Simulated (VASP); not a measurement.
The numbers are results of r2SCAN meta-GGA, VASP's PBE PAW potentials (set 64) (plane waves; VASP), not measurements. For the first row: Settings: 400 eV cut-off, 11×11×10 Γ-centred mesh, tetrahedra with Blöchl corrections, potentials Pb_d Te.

```tsv
system	energy (eV/atom)
TePb (relaxed from the WC structure, space group P-6m2)	-41.2130
Pb (fcc)	-56.2815
Te (trig)	-25.4140
```

The references are the elements' solids at the same level; no temperature or zero-point terms are added.   Spin-orbit coupling is left out, which shifts such energies by up to tenths of an eV for the heavy elements here.

Problem. What is the formation energy per atom of TePb?

Solution. The references average (1×(-56.2815) + 1×(-25.4140))/2 = -40.8478 eV, so the formation energy is -41.2130 − (-40.8478) = -0.365 eV/atom.
